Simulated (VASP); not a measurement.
An input for Quantum ESPRESSO's pw.x (written as the equivalent of a VASP run, and not itself run):

```
&CONTROL
  calculation = 'scf'
  pseudo_dir = './pseudo'
  outdir = './out'
  tprnfor = .true.
  tstress = .true.
/
&SYSTEM
  ibrav = 0
  nat = 1
  ntyp = 1
  ecutwfc = 82
  occupations = 'smearing'
  smearing = 'methfessel-paxton'
  degauss = 0.00735
  input_dft = 'vdw-df-obk8'
/
&ELECTRONS
  conv_thr = 7.3e-09
  electron_maxstep = 100
/
ATOMIC_SPECIES
  Nb 92.906 Nb.upf
CELL_PARAMETERS angstrom
    -1.6182213    1.6182213    1.6182213
     1.6182213   -1.6182213    1.6182213
     1.6182213    1.6182213   -1.6182213
ATOMIC_POSITIONS crystal
  Nb   0.0000000  0.0000000  0.0000000
K_POINTS automatic
  15 15 15 0 0 0
```

Task: Write the VASP files for the same calculation (optB88-vdW).

Result: This is not unique; one that fits is 
### KPOINTS
```
K-points
0
gamma
 15 15 15
```

File POSCAR:
```
Nb
1
   -1.6182212600     1.6182212600     1.6182212600
    1.6182212600    -1.6182212600     1.6182212600
    1.6182212600     1.6182212600    -1.6182212600
Nb
1
Direct
  0.0000000000   0.0000000000   0.0000000000
```

INCAR:
```
# general
SYSTEM   = Nb
PREC     = Accurate
ENCUT    = 520
LREAL    = .FALSE.
LASPH    = .TRUE.

# electronic loop
EDIFF    = 1E-7
NELM     = 100
ALGO     = Normal
LMAXMIX  = 4

# smearing
ISMEAR   = 1
SIGMA    = 0.1

# functional
GGA      = BO
LUSE_VDW = .TRUE.
AGGAC    = 0.0
PARAM1   = 0.1833333333
PARAM2   = 0.22

# ions
ISIF     = 2

# output
LWAVE    = .FALSE.
LCHARG   = .FALSE.
```

POTCAR, in this order: Nb_sv (PBE.64 set). Program: vasp_std.

The two are equivalent in intent, not identical: the potentials are each code's own (VASP's PAW set, PseudoDojo norm-conserving files in pw.x), so ENCUT and ecutwfc are chosen apart and not converted; conv_thr bounds pw.x's estimated SCF error, while EDIFF bounds the energy change between steps.

The compound is Nb in the bcc structure. This cell is one point of a volume scan, at 0.94 of the reference volume.
